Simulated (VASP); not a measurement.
The system is Ge.

```
CELL_PARAMETERS angstrom
0.00000 2.83700 2.83700
2.83700 0.00000 2.83700
2.83700 2.83700 0.00000
ATOMIC_POSITIONS crystal
Ge 0.00000 0.00000 0.00000
Ge 0.25000 0.25000 0.25000
```

Base run:

- Program: VASP 6.6.1
- Functional: PBE0
- Potentials or basis: VASP PAW PBE potentials, release 64 (Ge_d)
- Cutoff: 520 eV
- k mesh: 6 × 6 × 6
- Occupations: gaussian, width 0.03 eV
- Spin: no spin polarisation

Its results: pressure 0.1 GPa.

Task: The run is repeated on the same cell with these changes: functional from PBE0 to PBE. What comes out?

Result: Pressure 3.0 GPa.

Caveats: the PAW data sets were made with another functional, which shifts forces and pressure a little (some runs).
